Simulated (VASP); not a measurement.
Level of theory: PBE GGA, VASP's PBE PAW potentials (set 64) (plane waves; VASP 6.6.1).

VASP ran on this input.

INCAR:
```
ALGO  =  Normal
EDIFF  =  1E-7
EDIFFG  =  -0.01
ENCUT  =  480
GGA  =  PE
IBRION  =  2
ISIF  =  2
ISMEAR  =  0
LASPH  =  T
LCHARG  =  F
LMAXMIX  =  4
LREAL  =  F
LWAVE  =  F
NELM  =  100
NSW  =  30
PREC  =  Accurate
SIGMA  =  0.05
SYSTEM  =  InP
```

File KPOINTS:
```
Automatic
0
Gamma
 8 8 8
0 0 0
```

**POSCAR**
```
InP
1.0
  0.0000000000   3.0970929464   3.0970929464
  3.0970929464   0.0000000000   3.0970929464
  3.0970929464   3.0970929464   0.0000000000
In P
1 1
Direct
  0.0000000000   0.0000000000   0.0000000000
  0.2500000000   0.2500000000   0.2500000000
```

POTCAR, in this order: In_d P (PBE.64 set). Program: vasp_std.

Output of the run:

### OSZICAR
```
       N       E                     dE             d eps       ncg     rms          rms(c)
DAV:   1     0.109784865874E+03    0.10978E+03   -0.81463E+03   764   0.137E+03
DAV:   2    -0.372491994606E+00   -0.11016E+03   -0.10658E+03   789   0.305E+02
DAV:   3    -0.841149114762E+01   -0.80390E+01   -0.79797E+01   994   0.890E+01
DAV:   4    -0.864015639318E+01   -0.22867E+00   -0.22853E+00   877   0.171E+01
DAV:   5    -0.865056026647E+01   -0.10404E-01   -0.10403E-01  1092   0.319E+00    0.440E+00
DAV:   6    -0.829914376525E+01    0.35142E+00   -0.75785E-01  1097   0.132E+01    0.270E+00
DAV:   7    -0.828621496268E+01    0.12929E-01   -0.14067E-01   993   0.275E+00    0.107E+00
DAV:   8    -0.828723800615E+01   -0.10230E-02   -0.10580E-02   921   0.138E+00    0.222E-01
DAV:   9    -0.828807765283E+01   -0.83965E-03   -0.19385E-03   954   0.560E-01    0.158E-01
DAV:  10    -0.828814454109E+01   -0.66888E-04   -0.14970E-04   911   0.106E-01    0.107E-01
DAV:  11    -0.828823978676E+01   -0.95246E-04   -0.98067E-05   844   0.644E-02    0.203E-02
DAV:  12    -0.828824937243E+01   -0.95857E-05   -0.22858E-05   949   0.724E-02    0.149E-02
DAV:  13    -0.828825006746E+01   -0.69503E-06   -0.20346E-06   854   0.109E-02    0.116E-02
DAV:  14    -0.828825051376E+01   -0.44630E-06   -0.81826E-07   844   0.693E-03    0.205E-03
DAV:  15    -0.828825051478E+01   -0.10264E-08   -0.23264E-08   662   0.163E-03
   1 F= -.82882505E+01 E0= -.82881752E+01  d E =-.828825E+01
```

### OUTCAR
```
------------------------ aborting loop because EDIFF is reached ----------------------------------------
  FORCE on cell =-STRESS in cart. coord.  units (eV):
  Direction    XX          YY          ZZ          XY          YZ          ZX
  --------------------------------------------------------------------------------------
  Total       -1.9275979     -1.9275979     -1.9275979      0.0000000      0.0000000     -0.0000000
  in kB      -51.9797647    -51.9797647    -51.9797647      0.0000000      0.0000000     -0.0000000
  external PRESSURE =     -51.9797647 kB  Pullay stress =       0.0000000 kB
  volume of cell :       59.41
      direct lattice vectors                 reciprocal lattice vectors
     0.000000000  3.097092946  3.097092946    -0.161441716  0.161441716  0.161441716
     3.097092946  0.000000000  3.097092946     0.161441716 -0.161441716  0.161441716
     3.097092946  3.097092946  0.000000000     0.161441716  0.161441716 -0.161441716
  FREE ENERGIE OF THE ION-ELECTRON SYSTEM (eV)
  ---------------------------------------------------
  free  energy   TOTEN  =        -8.2882505148 eV

  energy  without entropy=       -8.2880998158  energy(sigma->0) =       -8.28817517

 reached required accuracy - stopping structural energy minimisation
```
(Selected blocks of OUTCAR.)

The compound is InP in the zinc blende structure. This cell was strained or had an atom moved on purpose.
